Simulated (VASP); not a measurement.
**Pt: transverse stress against strain**

Pt (fcc, Fm-3m, 14.787 Å³/atom and stress up to 0.12 GPa in the relaxed cell, cube axes along x, y and z) under an equal strain ε along x and y, with z held. LDA in VASP (plane waves, PAW), 480 eV, 20×20×20 Γ-centred mesh, Methfessel-Paxton smearing 0.10 eV. Stress is positive for a compressed cell.

Here s stands for strain and y for stress zz.

```
strain (%)  stress zz (GPa)
----------  ---------------
-3.00                     ?
-1.50                  8.87
-1.00                  5.81
-0.50                  2.90
0.00                   0.12
0.50                  -2.52
1.00                  -5.05
1.50                  -7.45
```

The 7 complete rows are fitted with a straight line, y against s. Means: s 0, y 0.383. About the means, the sum of products is -38.050 and the sum of squares of s is 7.0000; the slope is their ratio. Least squares gives y = 0.383 - 5.4357·s. Residuals (row less fit): 0.333, -0.009, -0.201, -0.263, -0.185, 0.003, 0.321; standard error 0.268 (degrees of freedom: 5). The slope gives the elastic constant 2C12 = about 540 GPa.

Question: Predict the withheld y at s = -3.00 from the fit, and compare with the calculation.

Answer: y = 0.383 - 5.4357 × (-3.0) = 16.690 GPa. The calculation gives 19.01 GPa, 2.320 GPa above the prediction (8.8 % of the range of y in the table). The row lies outside the fitted rows, so this is an extrapolation. From the scatter of the fitted rows alone, a prediction at this place has a standard error of 0.417 GPa, so the miss is 5.6 times that.

A polynomial of degree 2 through the 12 other runs of the series gives 18.85 there, so most of the miss is curvature that the fit leaves out. In a metal these values are sensitive to mesh and smearing; energies are taken to zero smearing, stresses follow the free energy. The runs aren't spin-polarised. Spin-orbit coupling is left out, which can shift these values for the heavy elements here. Rows are the converged runs of the series near zero and its far end; series whose fitted rows scatter by over a few per cent of the range, as at a crossing or softening among them, aren't shown in this form, nor equations of state whose B0' disagrees with the runs' pressures. Most that stay on the fit to the last digits aren't either.
